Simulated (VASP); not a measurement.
# Band gap of CdTe: cutoff, mesh and cell, part 2 of 2

How far does the LDA gap of CdTe depend on cutoff, mesh and cell? The starting structure is a measured crystal structure from the Crystallography Open Database. Cell and atoms stay as given unless a step says otherwise.

VASP 6.6.1.

Results so far: reference 0.547 eV; cell and atoms relaxed by LDA 0.634 eV; no band path 0.547 eV.

**5. Bands with a cutoff of 440 eV**

Level of this step: LDA; plane waves and PAW (Te, Cd) (VASP).

Against step 2 the input has ENCUT = 440.

File INCAR:

```
SYSTEM = CdTe
PREC = Accurate
ENCUT = 440
EDIFF = 1E-06
NELM = 100
ISMEAR = 0
SIGMA = 0.03
LREAL = .FALSE.
ALGO = Normal
GGA = CA
NBANDS = 21
LORBIT = 11
LWAVE = .FALSE.
LCHARG = .FALSE.
KPAR = 4
```

File POSCAR:

```
CdTe
1.0
    0.0000000000      3.2400000000      3.2400000000
    3.2400000000      0.0000000000      3.2400000000
    3.2400000000      3.2400000000      0.0000000000
Te Cd
1 1
Direct
    0.7500000000      0.7500000000      0.7500000000
    0.0000000000      0.0000000000      0.0000000000
```

File KPOINTS:

```
Automatic mesh
0
Gamma
6 6 6
0 0 0
```

File KPOINTS_OPT:

```
Line mode
10
Line-mode
Reciprocal
  0.00000000   0.00000000   0.00000000 GAMMA
  0.50000000   0.00000000   0.50000000 X

  0.50000000   0.00000000   0.50000000 X
  0.50000000   0.25000000   0.75000000 W

  0.50000000   0.25000000   0.75000000 W
  0.37500000   0.37500000   0.75000000 K

  0.37500000   0.37500000   0.75000000 K
  0.00000000   0.00000000   0.00000000 GAMMA

  0.00000000   0.00000000   0.00000000 GAMMA
  0.50000000   0.50000000   0.50000000 L

  0.50000000   0.50000000   0.50000000 L
  0.62500000   0.25000000   0.62500000 U

  0.62500000   0.25000000   0.62500000 U
  0.50000000   0.25000000   0.75000000 W

  0.50000000   0.25000000   0.75000000 W
  0.50000000   0.50000000   0.50000000 L

  0.50000000   0.50000000   0.50000000 L
  0.37500000   0.37500000   0.75000000 K

  0.62500000   0.25000000   0.62500000 U
  0.50000000   0.00000000   0.50000000 X
```

Potentials, in the order of the species: Te and Cd (LDA family, release 64).

Started as:

```
$ mpirun -np 4 vasp_std
```

Output:

```text
[... set-up lines as in an earlier step ...]
 entering main loop
       N       E                     dE             d eps       ncg     rms          rms(c)
DAV:   1     0.984188382279E+02    0.98419E+02   -0.71890E+03   680   0.645E+02
DAV:   2    -0.227814687108E+01   -0.10070E+03   -0.94752E+02   767   0.187E+02
DAV:   3    -0.624221597205E+01   -0.39641E+01   -0.39448E+01   825   0.379E+01
DAV:   4    -0.628087857636E+01   -0.38663E-01   -0.38657E-01   884   0.340E+00
[...]
DAV:  10    -0.603685083432E+01    0.90163E-05   -0.74593E-05   777   0.804E-02    0.459E-02
DAV:  11    -0.603685440122E+01   -0.35669E-05   -0.19953E-05   752   0.310E-02    0.325E-02
DAV:  12    -0.603685377548E+01    0.62574E-06   -0.13699E-06   731   0.103E-02
   1 F= -.60368538E+01 E0= -.60368538E+01  d E =-.103915E-14
 Start KPOINTS_OPT (optional k-point list driver)
k-point batch [1-16\100]
       N       E                     dE             ncg
DAV:   1     0.447901334281E+03   -0.53919E+04      688
DAV:   2    -0.114275520119E+04   -0.15907E+04      772
DAV:   3    -0.120560685765E+04   -0.62852E+02      805
DAV:   4    -0.120616346767E+04   -0.55661E+00      888
DAV:   5    -0.120616702416E+04   -0.35565E-02      821
DAV:   6    -0.120616710707E+04   -0.82912E-04      890
DAV:   7    -0.120616710952E+04   -0.24515E-05      744
DAV:   8    -0.120616710960E+04   -0.80873E-07      577
[...]
k-point batch [97-100\100]
       N       E                     dE             ncg
DAV:   1     0.624404060318E+04   -0.19823E+04      176
DAV:   2     0.585319614371E+04   -0.39084E+03      188
DAV:   3     0.583827530145E+04   -0.14921E+02      211
DAV:   4     0.583813616226E+04   -0.13914E+00      235
DAV:   5     0.583813580413E+04   -0.35813E-03      211
DAV:   6     0.583813579823E+04   -0.58912E-05      211
DAV:   7     0.583813579811E+04   -0.12102E-06      169
```

Run time: 12 s. Hardware: 4 MPI ranks of Intel Xeon Platinum 8259CL at 2.50GHz (Skylake/Cascade Lake), shared host; peak memory 0.66 GiB.

From OUTCAR (step 5):

```text
  Total       -0.5530151     -0.5530151     -0.5530151     -0.0000000      0.0000000      0.0000000
  in kB      -13.0251453    -13.0251453    -13.0251453     -0.0000000      0.0000000      0.0000000
  external PRESSURE =     -13.0251453 kB  Pullay stress =       0.0000000 kB

  FREE ENERGIE OF THE ION-ELECTRON SYSTEM (eV)
  ---------------------------------------------------
  free  energy   TOTEN  =        -6.0368537755 eV

  energy  without entropy=       -6.0368537755  energy(sigma->0) =       -6.03685378

[... 2 parts as in an earlier step ...]

[... 2 further parts left out ...]
[key lines of the parts left out:]
E-fermi :   2.3157
```

With a cutoff of 440 eV the gap is 0.550 eV, +0.003 eV from the reference.

**6. Bands with an 8×8×8 mesh**

Against step 2 the input has an 8×8×8 mesh.

Changes to INCAR since step 5:

```diff
@@ -2,3 +2,3 @@
 PREC = Accurate
-ENCUT = 440
+ENCUT = 350
 EDIFF = 1E-06
```

POSCAR is that of step 5.

File KPOINTS:

```
Automatic mesh
0
Gamma
8 8 8
0 0 0
```

KPOINTS_OPT is that of step 5.

Started as:

```
$ mpirun -np 4 vasp_std
```

Output:

```text
[... set-up lines as in an earlier step ...]
 entering main loop
       N       E                     dE             d eps       ncg     rms          rms(c)
DAV:   1     0.824157884881E+02    0.82416E+02   -0.65338E+03  1258   0.540E+02
DAV:   2    -0.317225985789E+01   -0.85588E+02   -0.81435E+02  1414   0.171E+02
DAV:   3    -0.625444025884E+01   -0.30822E+01   -0.30703E+01  1418   0.329E+01
DAV:   4    -0.628465806210E+01   -0.30218E-01   -0.30215E-01  1635   0.290E+00
[...]
DAV:  10    -0.604186143177E+01    0.77003E-05   -0.69995E-05  1401   0.774E-02    0.450E-02
DAV:  11    -0.604186473906E+01   -0.33073E-05   -0.17980E-05  1431   0.291E-02    0.314E-02
DAV:  12    -0.604186425612E+01    0.48294E-06   -0.10752E-06  1226   0.931E-03
   1 F= -.60418643E+01 E0= -.60418643E+01  d E =-.616570E-15
 Start KPOINTS_OPT (optional k-point list driver)
k-point batch [1-29\100]
       N       E                     dE             ncg
DAV:   1     0.288902292806E+03   -0.10968E+05     1290
DAV:   2    -0.215294423745E+04   -0.24418E+04     1401
DAV:   3    -0.223901418139E+04   -0.86070E+02     1506
DAV:   4    -0.223982322988E+04   -0.80905E+00     1606
DAV:   5    -0.223982809140E+04   -0.48615E-02     1513
DAV:   6    -0.223982821103E+04   -0.11963E-03     1580
DAV:   7    -0.223982821457E+04   -0.35388E-05     1324
DAV:   8    -0.223982821467E+04   -0.10792E-06      980
[...]
k-point batch [88-100\100]
       N       E                     dE             ncg
DAV:   1     0.697240166603E+04   -0.58301E+04      562
DAV:   2     0.587117298685E+04   -0.11012E+04      619
DAV:   3     0.583157640363E+04   -0.39597E+02      701
DAV:   4     0.583120150864E+04   -0.37489E+00      724
DAV:   5     0.583119954754E+04   -0.19611E-02      686
DAV:   6     0.583119949738E+04   -0.50163E-04      685
DAV:   7     0.583119949581E+04   -0.15632E-05      600
DAV:   8     0.583119949576E+04   -0.50383E-07      419
```

The job ended after 14 s (4 MPI ranks; peak memory 0.63 GiB).

From OUTCAR (step 6):

```text
  Total       -0.6299301     -0.6299301     -0.6299301     -0.0000000     -0.0000000      0.0000000
  in kB      -14.8367201    -14.8367201    -14.8367201     -0.0000000     -0.0000000      0.0000000
  external PRESSURE =     -14.8367201 kB  Pullay stress =       0.0000000 kB

 POSITION                                       TOTAL-FORCE (eV/Angst)
 -----------------------------------------------------------------------------------
      4.86000      4.86000      4.86000        -0.000000     -0.000000     -0.000000
      0.00000      0.00000      0.00000         0.000000      0.000000      0.000000
 -----------------------------------------------------------------------------------
    total drift:                                0.000000      0.000000      0.000000

  FREE ENERGIE OF THE ION-ELECTRON SYSTEM (eV)
  ---------------------------------------------------
  free  energy   TOTEN  =        -6.0418642561 eV

  energy  without entropy=       -6.0418642561  energy(sigma->0) =       -6.04186426

[... 1 part as in an earlier step ...]

[... 2 further parts left out ...]
[key lines of the parts left out:]
E-fermi :   2.3125
```

With an 8×8×8 mesh the gap is 0.550 eV, +0.003 eV from the reference.

**7. Comparison**

```csv
run,gap (eV),change (eV),core minutes
reference,0.547,-,0.747
cell and atoms relaxed by LDA,0.634,0.087,0.733
no band path,0.547,0.0,0.187
a cutoff of 440 eV,0.55,0.003,0.8
an 8×8×8 mesh,0.55,0.003,0.907
```

Core minutes are wall time times ranks of the run shown, on a shared host.

**8. Results**

```
reference gap                          : 0.547 eV
gap with cell and atoms relaxed by LDA : 0.634 eV
gap with no band path                  : 0.547 eV
gap with a cutoff of 440 eV            : 0.550 eV
gap with an 8×8×8 mesh                 : 0.550 eV
```

What this shows: Among the runs that read a gap along the path, the one with cell and atoms relaxed by LDA moves it most, by +0.087 eV. On finer settings it changes by +0.003 eV with a cutoff of 440 eV and +0.003 eV with an 8×8×8 mesh. The functional's own error isn't tested here. Further runs on this material are not shown.

[Lines on the potential files, build, host, timing and source positions are cut from VASP's logs without a mark.]

[Logs are printed without paths, hosts, clocks, repeated set-up lines and the standing remarks that a program may print on its own settings, such as how far it seeks lower states.]

[Hosts, paths, dates, database ids (printed as entryN), source tags and the programs' standing remarks are cut or masked in the printed files.]
